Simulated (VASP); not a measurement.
Calculation: HSEsol screened hybrid, VASP's PBE PAW potentials (set 64) (plane waves; VASP).

Input for VASP

INCAR:
```
! general
SYSTEM   = LiH
PREC     = Accurate
ENCUT    = 520
LREAL    = .FALSE.
LASPH    = .TRUE.
ISYM     = 3

! electronic loop
EDIFF    = 1E-6
NELM     = 60
ALGO     = Normal

! smearing
ISMEAR   = 0
SIGMA    = 0.05

! functional
GGA      = PS
LHFCALC  = .TRUE.
AEXX     = 0.25
HFSCREEN = 0.2
PRECFOCK = Fast

! ions
ISIF     = 2

! output
LWAVE    = .FALSE.
LCHARG   = .FALSE.
```

POSCAR:
```
LiH
3.9579840
  0.0000000000   0.5000000110   0.5000000110
  0.5000000110   0.0000000000   0.5000000110
  0.5000000110   0.5000000110   0.0000000000
Li H
1 1
Direct
  0.0000000000   0.0000000000   0.0000000000
  0.5000000000   0.5000000000   0.5000000000
```

KPOINTS:
```
Automatic mesh
0
Gamma
8 8 8
0 0 0
```

POTCAR, in this order: Li_sv H (PBE.64 set). Program: vasp_std. Read from the step before: WAVECAR.

The run wrote:

OSZICAR:
```
       N       E                     dE             d eps       ncg     rms          rms(c)
DAV:   1    -0.681089946155E+01   -0.68109E+01   -0.14398E-01   360   0.417E+00    0.189E-01
DAV:   2    -0.681123422577E+01   -0.33476E-03   -0.90162E-04   444   0.403E-01    0.123E-01
DAV:   3    -0.681110659999E+01    0.12763E-03   -0.10922E-04   432   0.501E-02    0.695E-02
DAV:   4    -0.681107862142E+01    0.27979E-04   -0.57045E-05   360   0.360E-02    0.383E-02
DAV:   5    -0.681107404842E+01    0.45730E-05   -0.14851E-05   390   0.186E-02    0.214E-02
DAV:   6    -0.681107336322E+01    0.68520E-06   -0.29287E-06   378   0.816E-03
   1 F= -.68110734E+01 E0= -.68110734E+01  d E =-.553394E-18
```

**OUTCAR**
```
------------------------ aborting loop because EDIFF is reached ----------------------------------------
  FORCE on cell =-STRESS in cart. coord.  units (eV):
  Direction    XX          YY          ZZ          XY          YZ          ZX
  --------------------------------------------------------------------------------------
  Total        0.0159490      0.0159490      0.0159490      0.0000000      0.0000000     -0.0000000
  in kB        1.6484692      1.6484692      1.6484692      0.0000000      0.0000000     -0.0000000
  external PRESSURE =       1.6484692 kB  Pullay stress =       0.0000000 kB
  volume of cell :       15.50
      direct lattice vectors                 reciprocal lattice vectors
     0.000000000  1.978992044  1.978992044    -0.252653871  0.252653871  0.252653871
     1.978992044  0.000000000  1.978992044     0.252653871 -0.252653871  0.252653871
     1.978992044  1.978992044  0.000000000     0.252653871  0.252653871 -0.252653871
  FREE ENERGIE OF THE ION-ELECTRON SYSTEM (eV)
  ---------------------------------------------------
  free  energy   TOTEN  =        -6.8110733632 eV

  energy  without entropy=       -6.8110733632  energy(sigma->0) =       -6.81107336

  exchange ACFDT corr.  =         0.00000000  see jH, gK, PRB 81, 115126
```
(Selected blocks of OUTCAR.)

The compound is LiH in the rock salt structure. This cell is one point of a volume scan, at 0.97 of the reference volume. The cell's shape comes from a PBE relaxation.
